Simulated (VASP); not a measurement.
Here is a VASP 6.6.1 calculation.

Contents of INCAR:

```
PREC = Accurate ; ENCUT = 900
EDIFF = 1E-6 ; ISMEAR = -1
SIGMA = 0.05 ; LREAL = F
LASPH = T ; NELM = 100
ALGO = Normal ; ISIF = 2
LWAVE = F ; LCHARG = F
GGA = PE
```

Contents of KPOINTS:

```
Automatic mesh
0
Gamma
  9 9 9
```

The input POSCAR:

```
ZnB
1.0
    2.8073700000      0.0000000000      0.0000000000
    0.0000000000      2.8073700000      0.0000000000
    0.0000000000      0.0000000000      2.8073700000
Zn B
1 1
Direct
    0.0000000000      0.0000000000      0.0000000000
    0.5000000000      0.5000000000      0.5000000000
```

KPOINTS_OPT

```
path GXMGRX,MR
15
line-mode
reciprocal
 0.0000000000  0.0000000000  0.0000000000  G
 0.0000000000  0.5000000000  0.0000000000  X

 0.0000000000  0.5000000000  0.0000000000  X
 0.5000000000  0.5000000000  0.0000000000  M

 0.5000000000  0.5000000000  0.0000000000  M
 0.0000000000  0.0000000000  0.0000000000  G

 0.0000000000  0.0000000000  0.0000000000  G
 0.5000000000  0.5000000000  0.5000000000  R

 0.5000000000  0.5000000000  0.5000000000  R
 0.0000000000  0.5000000000  0.0000000000  X

 0.5000000000  0.5000000000  0.0000000000  M
 0.5000000000  0.5000000000  0.5000000000  R
```

Potentials or basis: VASP PAW PBE potentials, release 64 (Zn, B_s).

Run with:

```console
$ cat potpaw_PBE.64/Zn/POTCAR potpaw_PBE.64/B_s/POTCAR > POTCAR
$ mpirun -np 1 vasp_std > vasp.out
```

(1) Predict the pressure.

(2) What does it give for the band gap along the path?

Answers

(1) 0.6 GPa.

(2) none (metal or under the smearing width).
